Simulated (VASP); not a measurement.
OSZICAR of a VASP run on CdS (wurtzite):

OSZICAR:
```
       N       E                     dE             d eps       ncg     rms          rms(c)
DAV:   1     0.246533780544E+03    0.24653E+03   -0.17485E+04  1064   0.149E+03
DAV:   2     0.387245819474E+00   -0.24615E+03   -0.24135E+03  1182   0.356E+02
DAV:   3    -0.133979830053E+02   -0.13785E+02   -0.13737E+02  1254   0.843E+01
DAV:   4    -0.135514994286E+02   -0.15352E+00   -0.15345E+00  1224   0.897E+00
DAV:   5    -0.135542272898E+02   -0.27279E-02   -0.27278E-02  1302   0.116E+00    0.103E+01
DAV:   6    -0.124103105181E+02    0.11439E+01   -0.28584E+00  1384   0.176E+01    0.825E+00
DAV:   7    -0.123973364932E+02    0.12974E-01   -0.79029E-01  1224   0.522E+00    0.422E+00
DAV:   8    -0.123962388302E+02    0.10977E-02   -0.11076E-01  1228   0.359E+00    0.529E-01
DAV:   9    -0.123932123291E+02    0.30265E-02   -0.23574E-02  1352   0.191E+00    0.146E-01
DAV:  10    -0.123935614339E+02   -0.34910E-03   -0.15933E-03  1170   0.354E-01    0.103E-01
DAV:  11    -0.123936923635E+02   -0.13093E-03   -0.28149E-04  1362   0.124E-01    0.968E-02
DAV:  12    -0.123937116603E+02   -0.19297E-04   -0.18714E-04  1188   0.883E-02    0.839E-03
DAV:  13    -0.123937125561E+02   -0.89582E-06   -0.13457E-05  1284   0.274E-02    0.488E-03
DAV:  14    -0.123937140002E+02   -0.14441E-05   -0.22391E-06  1194   0.852E-03    0.708E-03
DAV:  15    -0.123937133959E+02    0.60437E-06   -0.18123E-06  1236   0.116E-02    0.225E-03
DAV:  16    -0.123937133816E+02    0.14277E-07   -0.24662E-07  1028   0.287E-03
   1 F= -.12393713E+02 E0= -.12393713E+02  d E =0.000000E+00
```

Q: Which electronic solver shows in the log?

A: It is blocked Davidson (ALGO = Normal, or the opening steps of other solvers). The INCAR had ALGO = Normal.

Q: Can the final energy be trusted as converged?

A: The run converged. It stopped with EDIFF = 1E-7, NELM = 100 (PW91 GGA, plane waves, VASP's PBE PAW potentials (set 64)).

The compound is CdS in the wurtzite structure. It was relaxed first.
